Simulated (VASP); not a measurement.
# NbSi2: convergence with the plane-wave cutoff and SCF solver, part 3 of 4

A convergence test on NbSi2: the plane-wave cutoff and SCF solver. The series runs use PBE. The start is a cell from a database of measured crystal structures.

VASP 6.6.1; PBE; plane waves and PAW (Nb_sv, Si).

Still holding for the runs below: This run has no spin polarisation. Its electron count is odd, so without a moment it is a metal by construction. The k-mesh is coarse for a metal.

So far. Step 9 (Plane-wave cutoff: ENCUT = 590): Against the run before the energy moves by +0.04 meV an atom and the pressure by +0.06 GPa, after 14 cycles in 19 s. Step 11 (SCF solver: ALGO = Normal): The series starts at -7.5787 eV an atom and -0.22 GPa, after 14 cycles in 11 s.

### Step 12. SCF solver: ALGO = Fast

INCAR reads:

```
SYSTEM = NbSi2
PREC = Accurate
ENCUT = 400
EDIFF = 1E-06
NELM = 100
ISMEAR = -1
SIGMA = 0.05
LREAL = .FALSE.
ALGO = Fast
GGA = PE
NBANDS = 40
LASPH = .TRUE.
LORBIT = 11
LWAVE = .FALSE.
LCHARG = .FALSE.
KPAR = 8
ISIF = 2
```

POSCAR reads:

```
NbSi2
1.0
    4.8190000000      0.0000000000      0.0000000000
   -2.4095000000      4.1733764208      0.0000000000
    0.0000000000      0.0000000000      6.5920000000
Nb Si
3 6
Direct
    0.5000000000      0.0000000000      0.5000000000
    0.5000000000      0.5000000000      0.8333333333
    0.0000000000      0.5000000000      0.1666666667
    0.1599000000      0.3198000000      0.5000000000
    0.8401000000      0.1599000000      0.8333333333
    0.6802000000      0.8401000000      0.1666666667
    0.8401000000      0.6802000000      0.5000000000
    0.1599000000      0.8401000000      0.8333333333
    0.3198000000      0.1599000000      0.1666666667
```

KPOINTS reads:

```
Automatic mesh
0
Gamma
6 6 4
0 0 0
```

Potentials, in the order of the species: Nb_sv and Si (PBE family, release 64).

Launch:

```sh
mpirun -np 8 vasp_std
```

The program printed:

```text
[... set-up lines as in an earlier step ...]
 entering main loop
       N       E                     dE             d eps       ncg     rms          rms(c)
[... 5 cycles as in an earlier step ...]
RMM:   6    -0.681499583108E+02    0.26406E+01   -0.12069E+01  2552   0.156E+01    0.626E+00
RMM:   7    -0.682896666700E+02   -0.13971E+00   -0.31057E+00  2841   0.590E+00    0.285E+00
RMM:   8    -0.682345179651E+02    0.55149E-01   -0.50720E-01  2494   0.341E+00    0.107E+00
RMM:   9    -0.682141732564E+02    0.20345E-01   -0.17256E-01  2728   0.220E+00    0.473E-01
[...]
RMM:  23    -0.682245496092E+02   -0.19277E-05   -0.14127E-05  2456   0.191E-02    0.154E-02
RMM:  24    -0.682245522446E+02   -0.26354E-05   -0.18295E-05  2658   0.190E-02    0.632E-03
RMM:  25    -0.682245516398E+02    0.60479E-06   -0.45152E-06  1746   0.106E-02
   1 F= -.68224552E+02 E0= -.68208609E+02  d E =-.318848E-01
```

Elapsed: 20 s, on 8 MPI ranks of AMD EPYC 9R45, shared host; peak memory 1.9 GiB.

Parts of OUTCAR (step 12):

```text
  Total       -0.8106650     -0.8106650      1.0673897     -0.0000000     -0.0000000      0.0000000
  in kB       -9.7969366     -9.7969366     12.8994711     -0.0000000     -0.0000000      0.0000000
  external PRESSURE =      -2.2314673 kB  Pullay stress =       0.0000000 kB

 POSITION                                       TOTAL-FORCE (eV/Angst)
 -----------------------------------------------------------------------------------
      2.40950      0.00000      3.29600         0.000000      0.000000     -0.000000
      1.20475      2.08669      5.49333         0.000000      0.000000     -0.000000
     -1.20475      2.08669      1.09867         0.000000      0.000000     -0.000000
      0.00000      1.33465      3.29600         0.000000     -0.047108     -0.000000
      3.66316      0.66732      5.49333         0.040797     -0.023554      0.000000
      1.25366      3.50605      1.09867         0.040797      0.023554      0.000000
      2.40950      2.83873      3.29600         0.000000      0.047108     -0.000000
     -1.25366      3.50605      5.49333        -0.040797      0.023554      0.000000
      1.15584      0.66732      1.09867        -0.040797     -0.023554      0.000000
 -----------------------------------------------------------------------------------
    total drift:                               -0.000000      0.000000      0.000001

  FREE ENERGIE OF THE ION-ELECTRON SYSTEM (eV)
  ---------------------------------------------------
  free  energy   TOTEN  =       -68.2245516398 eV

  energy  without entropy=      -68.1926668520  energy(sigma->0) =      -68.20860925

[... 2 parts as in an earlier step ...]

[... 1 further part left out ...]
[key lines of the parts left out:]
E-fermi :  11.2976
```

Against the first of the series the energy stays within 0.01 meV an atom and the pressure within 0.01 GPa, after 25 cycles in 20 s.

### Step 13. SCF solver: ALGO = VeryFast

Changes to INCAR since step 12:

```diff
@@ -8,3 +8,3 @@
 LREAL = .FALSE.
-ALGO = Fast
+ALGO = VeryFast
 GGA = PE
```

POSCAR is that of step 12.

KPOINTS is that of step 12.

Launch:

```sh
mpirun -np 8 vasp_std
```

The program printed:

```text
[... set-up lines as in an earlier step ...]
 entering main loop
       N       E                     dE             d eps       ncg     rms          rms(c)
RMM:   1     0.526035000892E+03    0.52604E+03   -0.23569E+04   840   0.107E+03
RMM:   2     0.405253061493E+01   -0.52198E+03   -0.73086E+03   840   0.350E+02
RMM:   3     0.256598349286E+02    0.21607E+02   -0.12653E+03   840   0.291E+02
RMM:   4    -0.163638123945E+02   -0.42024E+02   -0.41882E+02   840   0.164E+02
[...]
RMM:  36    -0.682245468940E+02   -0.14511E-05   -0.14844E-05  2241   0.156E-02    0.118E-02
RMM:  37    -0.682245479066E+02   -0.10126E-05   -0.10104E-05  2144   0.136E-02    0.113E-02
RMM:  38    -0.682245487432E+02   -0.83655E-06   -0.76014E-06  2118   0.124E-02
   1 F= -.68224549E+02 E0= -.68208604E+02  d E =-.318894E-01
```

Wall time 28 s (8 MPI ranks); peak memory 1.9 GiB.

OUTCAR, selected parts (step 13):

```text
  Total       -0.8100792     -0.8100792      1.0641900      0.0000000      0.0000000      0.0000000
  in kB       -9.7898579     -9.7898579     12.8608023      0.0000000      0.0000000      0.0000000
  external PRESSURE =      -2.2396378 kB  Pullay stress =       0.0000000 kB

 POSITION                                       TOTAL-FORCE (eV/Angst)
 -----------------------------------------------------------------------------------
      2.40950      0.00000      3.29600         0.000000      0.000000      0.000000
      1.20475      2.08669      5.49333         0.000000      0.000000      0.000000
     -1.20475      2.08669      1.09867         0.000000      0.000000     -0.000000
      0.00000      1.33465      3.29600         0.000000     -0.046871      0.000000
      3.66316      0.66732      5.49333         0.040591     -0.023435      0.000000
      1.25366      3.50605      1.09867         0.040591      0.023435      0.000000
      2.40950      2.83873      3.29600         0.000000      0.046871      0.000000
     -1.25366      3.50605      5.49333        -0.040591      0.023435     -0.000000
      1.15584      0.66732      1.09867        -0.040591     -0.023435      0.000000
 -----------------------------------------------------------------------------------
    total drift:                               -0.000000      0.000000      0.000001

  FREE ENERGIE OF THE ION-ELECTRON SYSTEM (eV)
  ---------------------------------------------------
  free  energy   TOTEN  =       -68.2245487432 eV

  energy  without entropy=      -68.1926593412  energy(sigma->0) =      -68.20860404

[... 2 parts as in an earlier step ...]

[... 1 further part left out ...]
[key lines of the parts left out:]
E-fermi :  11.2974
```

Against the first of the series the energy stays within 0.01 meV an atom and the pressure within 0.01 GPa, after 38 cycles in 28 s.

### Step 14. SCF solver: ALGO = All

Changes to INCAR since step 13:

```diff
@@ -8,3 +8,3 @@
 LREAL = .FALSE.
-ALGO = VeryFast
+ALGO = All
 GGA = PE
```

POSCAR is that of step 13.

KPOINTS is that of step 13.

Launch:

```sh
mpirun -np 8 vasp_std
```

The program printed:

```text
[... set-up lines as in an earlier step ...]
 entering main loop
       N       E                     dE             d eps       ncg     rms           ort
DAV:   1     0.452752260580E+03    0.45275E+03   -0.28743E+04   840   0.127E+03
DAV:   2    -0.296596082070E+02   -0.48241E+03   -0.46559E+03   840   0.444E+02
DAV:   3    -0.679949152683E+02   -0.38335E+02   -0.37647E+02   840   0.915E+01
DAV:   4    -0.706691072046E+02   -0.26742E+01   -0.26562E+01   840   0.218E+01
DAV:   5    -0.707905426866E+02   -0.12144E+00   -0.12119E+00   840   0.522E+00
SDA:   6    -0.625718228642E+02    0.82187E+01   -0.12119E+00   840   0.277E+02   0.000E+00
 gam= 0.000 g(H,U,f)=  0.221E+02 0.548E+01 0.150E+00 ort(H,U,f) = 0.000E+00 0.000E+00 0.000E+00
 gam= 0.000 trial= 0.400  step=  0.3233 mean=  0.4000
CGA:   7    -0.670719664339E+02   -0.45001E+01   -0.44764E+01   840   0.323E+01  -0.186E+00
 gam= 0.117 g(H,U,f)=  0.280E+01 0.416E+00 0.131E-01 ort(H,U,f) =-0.177E+01 0.154E+01 0.503E-01
 gam= 0.117 trial= 0.392  step=  0.5516 mean=  0.3923
[...]
gam= 0.354 trial= 0.594  step=  0.7211 mean=  0.5941
CGA:  19    -0.682245359251E+02   -0.15450E-04   -0.15452E-04   840   0.182E-04  -0.694E-07
 gam= 0.449 g(H,U,f)=  0.164E-04 0.178E-05 0.466E-07 ort(H,U,f) = 0.155E-05-0.153E-05-0.848E-07
 gam= 0.449 trial= 0.607  step=  0.7626 mean=  0.6068
CGA:  20    -0.682245429614E+02   -0.70363E-05   -0.69279E-05   840   0.872E-05   0.137E-05
 gam= 0.479 g(H,U,f)=  0.841E-05 0.288E-06 0.135E-07 ort(H,U,f) = 0.114E-05 0.231E-06 0.725E-09
 gam= 0.479 trial= 0.622  step=  0.8598 mean=  0.6224
CGA:  21    -0.682245469777E+02   -0.40164E-05   -0.40297E-05   840   0.497E-05  -0.120E-06
 gam= 0.570 g(H,U,f)=  0.482E-05 0.147E-06 0.597E-08 ort(H,U,f) =-0.859E-07-0.385E-07 0.489E-08
 gam= 0.570 trial= 0.646  step=  0.6880 mean=  0.6461
CGA:  22    -0.682245486781E+02   -0.17004E-05   -0.16857E-05   840   0.213E-05   0.727E-06
 gam= 0.428 g(H,U,f)=  0.207E-05 0.585E-07 0.443E-09 ort(H,U,f) = 0.759E-06-0.336E-07 0.114E-08
 gam= 0.428 trial= 0.650  step=  0.7661 mean=  0.6503
CGA:  23    -0.682245496360E+02   -0.95787E-06   -0.93329E-06   840   0.112E-05   0.412E-06
 gam= 0.528 g(H,U,f)=  0.109E-05 0.364E-07 0.132E-08 ort(H,U,f) = 0.411E-06 0.185E-08-0.689E-09
 gam= 0.528 trial= 0.662  step=  0.9491 mean=  0.6619
 final diagonalization occupied
   1 F= -.68224550E+02 E0= -.68208607E+02  d E =-.318858E-01
```

Wall time 17 s (8 MPI ranks); peak memory 2.2 GiB.

OUTCAR, selected parts (step 14):

```text
  Total       -0.8025276     -0.8025276      1.0764021      0.0000000      0.0000000      0.0000000
  in kB       -9.6985957     -9.6985957     13.0083871      0.0000000      0.0000000      0.0000000
  external PRESSURE =      -2.1296015 kB  Pullay stress =       0.0000000 kB

 POSITION                                       TOTAL-FORCE (eV/Angst)
 -----------------------------------------------------------------------------------
      2.40950      0.00000      3.29600        -0.000000     -0.000000      0.000000
      1.20475      2.08669      5.49333        -0.000000     -0.000000     -0.000000
     -1.20475      2.08669      1.09867         0.000000     -0.000000      0.000000
      0.00000      1.33465      3.29600         0.000000     -0.047205      0.000000
      3.66316      0.66732      5.49333         0.040881     -0.023602      0.000000
      1.25366      3.50605      1.09867         0.040881      0.023602      0.000000
      2.40950      2.83873      3.29600         0.000000      0.047205      0.000000
     -1.25366      3.50605      5.49333        -0.040881      0.023602      0.000000
      1.15584      0.66732      1.09867        -0.040881     -0.023602     -0.000000
 -----------------------------------------------------------------------------------
    total drift:                               -0.000000      0.000000      0.000001

  FREE ENERGIE OF THE ION-ELECTRON SYSTEM (eV)
  ---------------------------------------------------
  free  energy   TOTEN  =       -68.2245496360 eV

  energy  without entropy=      -68.1926638260  energy(sigma->0) =      -68.20860673

[... 2 parts as in an earlier step ...]

[... 1 further part left out ...]
[key lines of the parts left out:]
E-fermi :  11.2974
```

Against the first of the series the energy stays within 0.01 meV an atom; the pressure moves by +0.01 GPa, after 23 cycles in 17 s.

### Step 15. SCF solver: ALGO = Damped

Changes to INCAR since step 14:

```diff
@@ -8,3 +8,3 @@
 LREAL = .FALSE.
-ALGO = All
+ALGO = Damped
 GGA = PE
```

POSCAR is that of step 14.

KPOINTS is that of step 14.

Launch:

```sh
mpirun -np 8 vasp_std
```

The program printed:

```text
[... set-up lines as in an earlier step ...]
 entering main loop
       N       E                     dE             d eps       ncg     rms           ort
DAV:   1     0.693975910861E+03    0.69398E+03   -0.25959E+04   840   0.127E+03
DAV:   2     0.667844536119E+02   -0.62719E+03   -0.61214E+03   840   0.502E+02
DAV:   3    -0.351133546486E+02   -0.10190E+03   -0.97937E+02   840   0.183E+02
DAV:   4    -0.577211717707E+02   -0.22608E+02   -0.21937E+02   840   0.844E+01
[...]
DMP:  98    -0.682223470783E+02   -0.43469E-04   -0.42718E-04   840   0.656E-04   0.108E-03
DMP:  99    -0.682223897076E+02   -0.42629E-04   -0.41890E-04   840   0.643E-04   0.106E-03
DMP: 100    -0.682224315132E+02   -0.41806E-04   -0.41079E-04   840   0.631E-04   0.104E-03
 final diagonalization occupied
 -----------------------------------------------------------------------------
|                                                                             |
|           W    W    AA    RRRRR   N    N  II  N    N   GGGG   !!!           |
|           W    W   A  A   R    R  NN   N  II  NN   N  G    G  !!!           |
|           W    W  A    A  R    R  N N  N  II  N N  N  G       !!!           |
|           W WW W  AAAAAA  RRRRR   N  N N  II  N  N N  G  GGG   !            |
|           WW  WW  A    A  R   R   N   NN  II  N   NN  G    G                |
|           W    W  A    A  R    R  N    N  II  N    N   GGGG   !!!           |
|                                                                             |
|     The electronic self-consistency was not achieved in the given           |
|     number of steps (NELM). The forces and other quantities evaluated       |
|     might not be reliable so examine the results carefully. If you find     |
|     spurious results, we suggest increasing NELM, if you were close to      |
|     convergence or switching to a different ALGO or adjusting the           |
|     density mixing parameters otherwise.                                    |
|                                                                             |
 -----------------------------------------------------------------------------

   1 F= -.68222432E+02 E0= -.68206516E+02  d E =-.318319E-01
```

Elapsed: 44 s, on 8 MPI ranks; peak memory 2.1 GiB.

From OUTCAR (step 15):

```text
 k-point     1 :       0.0000    0.0000    0.0000
  band No.  band energies     occupation
    ...
     28       9.1365      2.00000
     29       9.1596      2.00000
     30       9.3565      2.00000
     31       9.3565      2.00000
     32      10.2271      2.00000
     33      12.0825      0.00000
     34      14.5496      0.00000
     35      14.6398      0.00000
     36      14.7037      0.00000
     37      14.9146      0.00000
    ...

  Total       -0.8558341     -0.8558341      1.0113480      0.0000000      0.0000000      0.0000000
  in kB      -10.3428085    -10.3428085     12.2222042      0.0000000      0.0000000      0.0000000
  external PRESSURE =      -2.8211376 kB  Pullay stress =       0.0000000 kB

 POSITION                                       TOTAL-FORCE (eV/Angst)
 -----------------------------------------------------------------------------------
      2.40950      0.00000      3.29600         0.000000      0.000000      0.000000
      1.20475      2.08669      5.49333         0.000000      0.000000     -0.000000
     -1.20475      2.08669      1.09867         0.000000      0.000000      0.000000
      0.00000      1.33465      3.29600         0.000000     -0.048198      0.000000
      3.66316      0.66732      5.49333         0.041741     -0.024099      0.000000
      1.25366      3.50605      1.09867         0.041741      0.024099      0.000000
      2.40950      2.83873      3.29600        -0.000000      0.048198      0.000000
     -1.25366      3.50605      5.49333        -0.041741      0.024099      0.000000
      1.15584      0.66732      1.09867        -0.041741     -0.024099     -0.000000
 -----------------------------------------------------------------------------------
    total drift:                               -0.000000      0.000000      0.000001

  FREE ENERGIE OF THE ION-ELECTRON SYSTEM (eV)
  ---------------------------------------------------
  free  energy   TOTEN  =       -68.2224315132 eV

  energy  without entropy=      -68.1905996241  energy(sigma->0) =      -68.20651557

[... 9 parts as in an earlier step ...]

[... 10 further parts left out ...]
[key lines of the parts left out:]
E-fermi :  11.2983
```

The electronic loop ended without reaching EDIFF, so its numbers are not used.

### Step 16. SCF solver: AMIX = 0.1, BMIX = 0.01

Changes to INCAR since step 15:

```diff
@@ -8,3 +8,3 @@
 LREAL = .FALSE.
-ALGO = Damped
+ALGO = Normal
 GGA = PE
@@ -17 +17,3 @@
 ISIF = 2
+AMIX = 0.1
+BMIX = 0.01
```

POSCAR is that of step 15.

KPOINTS is that of step 15.

Launch:

```sh
mpirun -np 8 vasp_std
```

The program printed:

```text
[... set-up lines as in an earlier step ...]
 entering main loop
       N       E                     dE             d eps       ncg     rms          rms(c)
[... 5 cycles as in an earlier step ...]
DAV:   6    -0.694352574852E+02    0.13553E+01   -0.14512E+00  2488   0.588E+00    0.137E+01
DAV:   7    -0.684258584230E+02    0.10094E+01   -0.76267E+00  2608   0.135E+01    0.599E+00
DAV:   8    -0.684165261174E+02    0.93323E-02   -0.31825E+00  2480   0.736E+00    0.389E+00
DAV:   9    -0.682284357789E+02    0.18809E+00   -0.73746E-01  2336   0.491E+00    0.111E+00
[...]
DAV:  17    -0.682245480221E+02    0.75864E-04   -0.55983E-04  2344   0.108E-01    0.100E-02
DAV:  18    -0.682245514643E+02   -0.34422E-05   -0.36438E-05  2584   0.293E-02    0.127E-02
DAV:  19    -0.682245508901E+02    0.57415E-06   -0.13629E-06  1560   0.658E-03
   1 F= -.68224551E+02 E0= -.68208607E+02  d E =-.318873E-01
```

It took 14 s on 8 MPI ranks; peak memory 1.9 GiB; 1.7 min of CPU time.

From OUTCAR (step 16):

```text
  Total       -0.8412686     -0.8412686      1.0393652      0.0000000     -0.0000000      0.0000000
  in kB      -10.1667840    -10.1667840     12.5607936      0.0000000     -0.0000000      0.0000000
  external PRESSURE =      -2.5909248 kB  Pullay stress =       0.0000000 kB

 POSITION                                       TOTAL-FORCE (eV/Angst)
 -----------------------------------------------------------------------------------
      2.40950      0.00000      3.29600        -0.000000      0.000000     -0.000000
      1.20475      2.08669      5.49333        -0.000000      0.000000      0.000000
     -1.20475      2.08669      1.09867        -0.000000      0.000000     -0.000000
      0.00000      1.33465      3.29600        -0.000000     -0.047016     -0.000000
      3.66316      0.66732      5.49333         0.040717     -0.023508     -0.000000
      1.25366      3.50605      1.09867         0.040717      0.023508     -0.000000
      2.40950      2.83873      3.29600        -0.000000      0.047016     -0.000000
     -1.25366      3.50605      5.49333        -0.040717      0.023508     -0.000000
      1.15584      0.66732      1.09867        -0.040717     -0.023508     -0.000000
 -----------------------------------------------------------------------------------
    total drift:                               -0.000000      0.000000      0.000001

  FREE ENERGIE OF THE ION-ELECTRON SYSTEM (eV)
  ---------------------------------------------------
  free  energy   TOTEN  =       -68.2245508901 eV

  energy  without entropy=      -68.1926635877  energy(sigma->0) =      -68.20860724

[... 2 parts as in an earlier step ...]

[... 1 further part left out ...]
[key lines of the parts left out:]
E-fermi :  11.2975
```

Against the first of the series the energy stays within 0.01 meV an atom; the pressure moves by -0.03 GPa, after 19 cycles in 14 s.

[end of part 3 of 4]

[Lines on the potential files, build, host, timing and source positions are cut from VASP's logs without a mark.]

[Logs are printed without paths, hosts, clocks, repeated set-up lines and the standing remarks that a program may print on its own settings, such as how far it seeks lower states.]

[Hosts, paths, dates, database ids (printed as entryN), source tags and the programs' standing remarks are cut or masked in the printed files.]

[A measured line is paired with the nearest computed mode of its activity, which favours agreement.]
